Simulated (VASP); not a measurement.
An input for Ansatz (written as the equivalent of a VASP run, and not itself run):

Ansatz 0.2 input:
```yaml
crystal:
  lattice:
    - [4.7834958, 0.0000000, 0.0000000]
    - [0.0000000, 4.7834958, 0.0000000]
    - [0.0000000, 0.0000000, 3.4172945]
  atoms:
    - { symbol: Pb, position: [0.0000000, 0.0000000, 0.0000000] }
    - { symbol: Pb, position: [0.5000000, 0.5000000, 0.5000000] }
    - { symbol: O, position: [0.3071715, 0.3071715, 0.0000000] }
    - { symbol: O, position: [0.8071715, 0.1928285, 0.5000000] }
    - { symbol: O, position: [0.1928285, 0.8071715, 0.5000000] }
    - { symbol: O, position: [0.6928285, 0.6928285, 0.0000000] }
kpoints:
  mp_grid: { grid: [5, 5, 7] }
hamiltonian:
  xc: pbe
  pseudopotentials: { kind: paw }
scf:
  occupations: { method: gaussian, width: 0.05 }
  max_iter: 100
relax:
  max_steps: 40
  f_tol: 0.02
  cell: { p_target: 30 }
output: { forces: true, stress: true, eigenvalues: true }
```

**Question.** Translate this input to VASP (INCAR, KPOINTS, POSCAR, choice of POTCAR).

**Answer.** Several could match; the one computed here: 
**POSCAR**
```
PbO2
1.0
  4.7834958096   0.0000000000   0.0000000000
  0.0000000000   4.7834958096   0.0000000000
  0.0000000000   0.0000000000   3.4172945084
Pb O
2 4
direct
  0.0000000000   0.0000000000   0.0000000000
  0.5000000000   0.5000000000   0.5000000000
  0.3071714567   0.3071714567   0.0000000000
  0.8071714567   0.1928285433   0.5000000000
  0.1928285433   0.8071714567   0.5000000000
  0.6928285433   0.6928285433   0.0000000000
```

File KPOINTS:
```
Automatic mesh
0
Gamma
5 5 7
0 0 0
```

**INCAR**
```
ALGO = Normal
EDIFF = 1E-6
EDIFFG = -0.02
ENCUT = 620
GGA = PE
IBRION = 2
ISIF = 3
ISMEAR = 0
LASPH = T
LCHARG = F
LMAXMIX = 4
LREAL = F
LWAVE = F
NELM = 100
NSW = 40
PREC = Accurate
PSTRESS = 300
SIGMA = 0.05
SYSTEM = PbO2
```

POTCAR, in this order: Pb_d O (PBE.64 set). Program: vasp_std.

Limits of the translation: each code has its own PAW files, so the cut-off isn't converted (ENCUT is set for VASP's; basis.ecutwfc is left out, and Ansatz then takes the one that its files recommend); Ansatz stops its SCF on the density residual and VASP on the energy change (EDIFF).

The compound is PbO2 in the rutile structure. This run relaxes it under an external pressure of 30 GPa. Symmetry was kept, so distortions that lower it aren't found.
